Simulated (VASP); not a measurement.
These are PBE GGA, VASP's PBE PAW potentials (set 64) (plane waves; VASP) values and carry that method's errors.

VASP ran on this input.

**INCAR**
```
SYSTEM = Li2S
PREC = Accurate
ENCUT = 520
EDIFF = 1E-6
NELM = 100
ALGO = Normal
LREAL = .FALSE.
LASPH = .TRUE.
ISMEAR = -5
GGA = PE
LWAVE = .FALSE.
LCHARG = .FALSE.
ISIF = 2
```

KPOINTS:
```
K-points
0
Gamma
6 6 6
```

POSCAR:
```
Li2S
1
    0.0000000000     2.8310980000     2.8421360000
    2.9406400000     0.0000000000     2.8421360000
    2.9406400000     2.8310980000     0.0000000000
Li S
2 1
Direct
  0.2500000000   0.2500000000   0.2500000000
  0.7500000000   0.7500000000   0.7500000000
 -0.0070120000   0.0070120000   0.0070120000
```

POTCAR, in this order: Li_sv S (PBE.64 set). Program: vasp_std.

Q: What will the output report for the number of irreducible k-points (NKPTS), number of bands (NBANDS), largest plane-wave count, number of space-group operations, FFT grid (NGX, NGY, NGZ)?

A: 
number of irreducible k-points (NKPTS): 46
number of bands (NBANDS): 10
largest plane-wave count: 1293
number of space-group operations: 4
FFT grid (NGX, NGY, NGZ): 30 × 30 × 30

The compound is Li2S in the antifluorite structure. The cell was not relaxed at this level, atoms are displaced from their ideal sites. The run is one of a series of settings (ISMEAR = -5, SIGMA removed against the base run), some of them coarse on purpose.
